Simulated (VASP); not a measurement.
Here is the system:

```xyz
1
Lattice="-1.5786 1.5312 1.5786 1.5786 -1.5312 1.5786 1.5786 1.5312 -1.5786" Properties=species:S:1:pos:R:3 pbc="T T T"
W      0.0000     0.0000     0.0000
```

Calculation: PBEsol GGA, VASP's PBE PAW potentials (set 64) (plane waves; VASP 6.6.1). Settings: 480 eV cut-off, 16×16×16 Γ-centred mesh, first-order Methfessel-Paxton smearing of 0.10 eV, potentials W_sv.

Question: Give the stress tensor in GPa (positive for a compressed cell).

Answer: 
```
 6.50   0.00   0.00
 0.00  17.41   0.00
 0.00   0.00   6.50
```
The pressure is its mean diagonal, 10.13 GPa.

The compound is W in the bcc structure. This cell was strained or had an atom moved on purpose.
